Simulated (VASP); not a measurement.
Data:

```
RbBr
1.0
    0.00000     3.43732     3.43732
    3.43732     0.00000     3.43732
    3.43732     3.43732     0.00000
Rb Br
1 1
Cartesian
  0.00000   0.00000   0.00000
  3.43732   3.43732   3.43732
```

Level of theory: rev-vdW-DF2, VASP's PBE PAW potentials (set 64) (plane waves; VASP 6.6.1). Settings: 520 eV cut-off, Gaussian smearing of 0.050 eV, potentials Rb_sv Br.

Give the energies of bands 6 to 11 at the high-symmetry points, in eV from the valence-band maximum.

```csv
band,Γ,X,U,L,W
6,0.00,-0.49,-0.50,-1.01,-0.49
7,0.00,-0.16,-0.43,-0.35,-0.36
8,0.00,-0.16,-0.27,-0.35,-0.36
9,4.13,5.44,6.17,6.59,6.90
10,7.14,6.95,7.95,7.51,6.90
11,7.14,8.94,7.95,9.35,8.12
```

The gap is direct, 4.13 eV, from the valence maximum at Γ to the conduction minimum at Γ.

Measured: gap 7.20 eV (computed value off by -3.07 eV), as given by Aguado et al., (1998), arXiv:cond-mat/9809176.

The compound is RbBr in the rock salt structure. It was relaxed first.
